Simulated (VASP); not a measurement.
Be$_{2}$C (antifluorite):

```
CELL_PARAMETERS angstrom
      0.00000     2.17000     2.17000
      2.17000     0.00000     2.17000
      2.17000     2.17000     0.00000
ATOMIC_POSITIONS crystal
  Be 0.25000 0.25000 0.25000
  Be 0.75000 0.75000 0.75000
  C  0.00000 0.00000 0.00000
```

The lowest empty band near X, direction along the valley's axis, from mBJ (TB09) with spin-orbit coupling in VASP (PAW); its two spin partners are averaged. The gap over the points computed is 1.81 eV, and the next band on that side lies 4.33 eV away at the edge.

Run with 520 eV cut-off, 10×10×10 Γ-centred mesh, Gaussian smearing of 0.050 eV, potentials Be C.

```csv
distance from the edge in k (1/Å),distance in energy (meV)
0.025,3.6
0.035,7.0
0.050,14.3
0.070,28.1
```

Task: Fit E(1 + αE) = ħ²k²/2m* (ħ²/2m0 = 3.810 eV Å²) and predict the row at 0.095 1/Å.

Result: The rows don't resolve α, so a parabola serves: the electron mass is m* = 0.665 m0, and so 51.7 meV. The run gave 51.7 meV, -0.0 meV from the fit.

Left out are points under 3 meV from the edge, since the levels carry 0.1 meV, and points farther than half the way to the next band.

The compound is Be2C in the antifluorite structure. The cell was not relaxed at this level.
